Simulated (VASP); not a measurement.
Output of a VASP run:

### OSZICAR
```
       N       E                     dE             d eps       ncg     rms          rms(c)
DAV:   1     0.454632956720E+02    0.45463E+02   -0.66656E+03   872   0.111E+03
DAV:   2    -0.210390529242E+02   -0.66502E+02   -0.60490E+02   956   0.195E+02
DAV:   3    -0.227493635006E+02   -0.17103E+01   -0.16897E+01  1068   0.315E+01
DAV:   4    -0.227581978700E+02   -0.88344E-02   -0.88320E-02   952   0.261E+00
DAV:   5    -0.227582727519E+02   -0.74882E-04   -0.74880E-04  1084   0.257E-01    0.179E+01
DAV:   6    -0.148523386399E+01    0.21273E+02   -0.33507E+01   884   0.660E+01    0.722E+00
DAV:   7    -0.119178862856E+01    0.29345E+00   -0.12113E+00   920   0.134E+01    0.272E+00
DAV:   8    -0.114257784339E+01    0.49211E-01   -0.20533E-01   912   0.451E+00    0.143E+00
DAV:   9    -0.115944125781E+01   -0.16863E-01   -0.60978E-02   884   0.329E+00    0.451E-01
DAV:  10    -0.102721927958E+01    0.13222E+00   -0.22168E-01   860   0.608E+00    0.535E-01
DAV:  11    -0.110121874722E+01   -0.73999E-01   -0.46684E-02   860   0.278E+00    0.303E-01
DAV:  12    -0.112803007853E+01   -0.26811E-01   -0.16976E-02   876   0.153E+00    0.185E-01
DAV:  13    -0.113223061474E+01   -0.42005E-02   -0.12581E-03  1024   0.386E-01    0.137E-01
DAV:  14    -0.113721381362E+01   -0.49832E-02   -0.39230E-03   860   0.750E-01    0.126E-01
DAV:  15    -0.113708694930E+01    0.12686E-03   -0.10798E-03   960   0.401E-01    0.270E-02
DAV:  16    -0.113707762164E+01    0.93277E-05   -0.65421E-05   936   0.853E-02    0.190E-02
DAV:  17    -0.113708084300E+01   -0.32214E-05   -0.10451E-05   956   0.397E-02    0.836E-03
DAV:  18    -0.113707047650E+01    0.10367E-04   -0.80258E-06   916   0.332E-02    0.203E-03
DAV:  19    -0.113707226718E+01   -0.17907E-05   -0.77154E-07   992   0.975E-03    0.407E-03
DAV:  20    -0.113707379624E+01   -0.15291E-05   -0.37510E-08   464   0.259E-03    0.562E-03
DAV:  21    -0.113707598626E+01   -0.21900E-05   -0.58713E-07   872   0.101E-02    0.952E-04
DAV:  22    -0.113707465250E+01    0.13338E-05   -0.60131E-08   460   0.349E-03    0.423E-04
DAV:  23    -0.113707506476E+01   -0.41226E-06   -0.88256E-09   456   0.125E-03    0.276E-04
DAV:  24    -0.113707478039E+01    0.28437E-06   -0.54469E-09   452   0.108E-03    0.180E-04
DAV:  25    -0.113707465287E+01    0.12752E-06   -0.93671E-10   456   0.425E-04    0.582E-05
DAV:  26    -0.113707467001E+01   -0.17146E-07   -0.82838E-11   448   0.938E-05
   1 F= -.11370747E+01 E0= -.11365167E+01  d E =-.167381E-02
```

OUTCAR:
```
------------------------ aborting loop because EDIFF is reached ----------------------------------------
  FORCE on cell =-STRESS in cart. coord.  units (eV):
  Direction    XX          YY          ZZ          XY          YZ          ZX
  --------------------------------------------------------------------------------------
  Total       -1.1137625     -1.1137625     -1.1137625     -0.0000000     -0.0000000      0.0000000
  in kB      -32.0827959    -32.0827959    -32.0827959     -0.0000000     -0.0000000      0.0000000
  external PRESSURE =     -32.0827959 kB  Pullay stress =       0.0000000 kB
  volume of cell :       55.62
      direct lattice vectors                 reciprocal lattice vectors
     0.000000000  3.029704902  3.029704902    -0.165032575  0.165032575  0.165032575
     3.029704902  0.000000000  3.029704902     0.165032575 -0.165032575  0.165032575
     3.029704902  3.029704902  0.000000000     0.165032575  0.165032575 -0.165032575
 POSITION                                       TOTAL-FORCE (eV/Angst)
 -----------------------------------------------------------------------------------
      1.51485      1.51485      1.51485        -0.000000     -0.000000     -0.000000
      4.54456      4.54456      4.54456         0.000000      0.000000      0.000000
      0.00000      0.00000      0.00000         0.000000      0.000000     -0.000000
 -----------------------------------------------------------------------------------
    total drift:                                0.000000     -0.000000      0.000000
  FREE ENERGIE OF THE ION-ELECTRON SYSTEM (eV)
  ---------------------------------------------------
  free  energy   TOTEN  =        -1.1370746700 eV

  energy  without entropy=       -1.1354008609  energy(sigma->0) =       -1.13651673
```
(Selected blocks of OUTCAR.)

### POSCAR
```
AuAl2
1
    0.0000000000     3.0297049021     3.0297049021
    3.0297049021     0.0000000000     3.0297049021
    3.0297049021     3.0297049021     0.0000000000
Al Au
2 1
Direct
  0.2500000000   0.2500000000   0.2500000000
  0.7500000000   0.7500000000   0.7500000000
  0.0000000000   0.0000000000   0.0000000000
```

Problem. Write an INCAR and KPOINTS that could have produced this output.

Solution. Several could match; the one computed here: the input of the run itself, MS2 meta-GGA, plane waves, VASP's PBE PAW potentials (set 64).

### INCAR
```
PREC  =  Accurate
NELM  =  100
METAGGA  =  MS2
ENCUT  =  520
ISMEAR  =  1
LCHARG  =  .FALSE.
SIGMA  =  0.1   # width (eV)
EDIFF  =  1E-7   # SCF stop (eV)
LMAXMIX  =  6
LWAVE  =  .FALSE.
ALGO  =  Normal   # blocked Davidson
LMIXTAU  =  .TRUE.
ISIF  =  2   # forces and stress, cell fixed
LREAL  =  .FALSE.
SYSTEM  =  AuAl2
LASPH  =  .TRUE.
```

**KPOINTS**
```
K-points
0
G
 9 9 9
0 0 0
```

POTCAR, in this order: Al Au (PBE.64 set). Program: vasp_std.

The compound is AuAl2 in the fluorite structure. This cell is one point of a volume scan, at 1.03 of the reference volume. The electron count is odd and the run is not spin-polarised, which forces a metal.
